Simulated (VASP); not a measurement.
Here is the system:

```xyz
2
Lattice="0.0000 2.2600 2.2600 2.2600 0.0000 2.2600 2.2600 2.2600 0.0000" Properties=species:S:1:pos:R:3 pbc="T T T"
Ga     0.0000     0.0000     0.0000
N      1.1300     1.1300     1.1300
```

Calculation: G0W0 on PBE orbitals, VASP's PBE PAW potentials (set 64) (plane waves; VASP). Settings: PREC = Normal, 500 eV cut-off, 4×4×4 Γ-centred mesh, Gaussian smearing of 0.010 eV, potentials Ga_d_GW N_GW_new.

The mesh is coarse and the basis finite, so the quasiparticle values are not converged.

NBANDS = 240, ENCUTGW = 250 eV, NOMEGA = 64. The PBE levels (eV) that the step starts from are:

```csv
state,KS energy,filling
"k1 (0.00, 0.00, 0.00), band 6",-7.54,2
"k1 (0.00, 0.00, 0.00), band 7",5.69,2
"k1 (0.00, 0.00, 0.00), band 8",5.69,2
"k1 (0.00, 0.00, 0.00), band 9",5.69,2
"k1 (0.00, 0.00, 0.00), band 10",7.34,0
"k1 (0.00, 0.00, 0.00), band 11",15.89,0
"k1 (0.00, 0.00, 0.00), band 12",15.89,0
"k1 (0.00, 0.00, 0.00), band 13",15.89,0
"k7 (0.50, 0.50, 0.00), band 6",-5.82,2
"k7 (0.50, 0.50, 0.00), band 7",-0.43,2
"k7 (0.50, 0.50, 0.00), band 8",3.00,2
"k7 (0.50, 0.50, 0.00), band 9",3.00,2
"k7 (0.50, 0.50, 0.00), band 10",8.99,0
"k7 (0.50, 0.50, 0.00), band 11",12.26,0
"k7 (0.50, 0.50, 0.00), band 12",17.33,0
"k7 (0.50, 0.50, 0.00), band 13",19.53,0
"k8 (-0.25, 0.50, 0.25), band 6",-5.54,2
"k8 (-0.25, 0.50, 0.25), band 7",0.00,2
"k8 (-0.25, 0.50, 0.25), band 8",2.01,2
"k8 (-0.25, 0.50, 0.25), band 9",2.07,2
"k8 (-0.25, 0.50, 0.25), band 10",11.87,0
"k8 (-0.25, 0.50, 0.25), band 11",13.97,0
"k8 (-0.25, 0.50, 0.25), band 12",15.85,0
"k8 (-0.25, 0.50, 0.25), band 13",16.75,0
```

**Question.** Give the quasiparticle energies and renormalisation factors Z.

**Answer.** 
```
state                            QP energy (eV)     Z
-------------------------------  --------------  ----
k1 (0.00, 0.00, 0.00), band 6            -10.23  0.72
k1 (0.00, 0.00, 0.00), band 7              4.90  0.74
k1 (0.00, 0.00, 0.00), band 8              4.90  0.74
k1 (0.00, 0.00, 0.00), band 9              4.90  0.74
k1 (0.00, 0.00, 0.00), band 10             7.66  0.77
k1 (0.00, 0.00, 0.00), band 11            16.33  0.77
k1 (0.00, 0.00, 0.00), band 12            16.33  0.77
k1 (0.00, 0.00, 0.00), band 13            16.33  0.77
k7 (0.50, 0.50, 0.00), band 6             -7.66  0.71
k7 (0.50, 0.50, 0.00), band 7             -1.42  0.70
k7 (0.50, 0.50, 0.00), band 8              2.04  0.73
k7 (0.50, 0.50, 0.00), band 9              2.04  0.73
k7 (0.50, 0.50, 0.00), band 10             9.05  0.79
k7 (0.50, 0.50, 0.00), band 11            12.80  0.77
k7 (0.50, 0.50, 0.00), band 12            17.77  0.72
k7 (0.50, 0.50, 0.00), band 13            20.00  0.71
k8 (-0.25, 0.50, 0.25), band 6            -7.42  0.71
k8 (-0.25, 0.50, 0.25), band 7            -0.95  0.71
k8 (-0.25, 0.50, 0.25), band 8             0.97  0.73
k8 (-0.25, 0.50, 0.25), band 9             1.09  0.73
k8 (-0.25, 0.50, 0.25), band 10           12.12  0.76
k8 (-0.25, 0.50, 0.25), band 11           14.84  0.73
k8 (-0.25, 0.50, 0.25), band 12           16.19  0.75
k8 (-0.25, 0.50, 0.25), band 13           17.02  0.75
```
On the mesh the gap opens from 1.65 to 2.76 eV.

The compound is GaN in the zinc blende structure, a metastable form; wurtzite is the usual one. The cell was not relaxed at this level. The k-mesh is coarse (spacing up to 0.60 per Å, 2π included), so the numbers may not be converged in it.
